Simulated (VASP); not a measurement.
Wanted: the native input for a VASP 6.6.1 run.

- Task: relaxation of cell and atoms
- Functional: PBE
- Potentials or basis: VASP PAW PBE potentials, release 64 (Os, C)
- Cutoff: 600 eV
- k mesh: 12 × 12 × 3
- Occupations: gaussian, width 0.05 eV
- Spin: no spin polarisation
- Further INCAR settings: ALGO = Normal; EDIFF = 1e-06; IBRION = 2; EDIFFG = -0.02; NSW = 60; ISIF = 3

The structure of OsC2 lies in POSCAR:

```
OsC2
1.0
    2.5081500000      0.0000000000      0.0000000000
   -1.2540700000      2.1721200000      0.0000000000
    0.0000000000      0.0000000000      9.2274100000
Os C
1 2
Direct
    0.0000000000      0.0000000000      0.0000000000
    0.3333300000      0.6666700000      0.5000000000
    0.6666700000      0.3333300000      0.5000000000
```

The cell was built by a generator and needn't be a form met in nature.

These files were run (other wordings do the same):

INCAR

```
SYSTEM = OsC2
ALGO = Normal
EDIFF = 1E-6
EDIFFG = -0.02
ENCUT = 600
GGA = PE
IBRION = 2
ISIF = 3
ISMEAR = 0
LASPH = .True.
LCHARG = .False.
LREAL = .False.
LWAVE = .False.
NELM = 60
NSW = 60
PREC = Accurate
SIGMA = 0.05
```

KPOINTS

```
k-points
0
Gamma
  12 12 3
  0 0 0
```

Potentials or basis: VASP PAW PBE potentials, release 64 (Os, C).

Command:

```bash
$ cat potpaw_PBE.64/Os/POTCAR potpaw_PBE.64/C/POTCAR > POTCAR
$ mpirun -np 1 vasp_std > vasp.out
```

It gave:

```
Pressure after relaxing : 0.0 GPa
Band gap on the k mesh  : none (metal or under the smearing width)
```

Caveat: the relaxation stopped at its first step, so nothing moved; this functional lacks dispersion, which binds the layers, so the pressure and a relaxed spacing across them are unreliable.

It took 39 s on 1 thread of Intel(R) Xeon(R) Platinum 8488C (Sapphire Rapids), with other jobs on the host, peak memory 0.21 GiB.
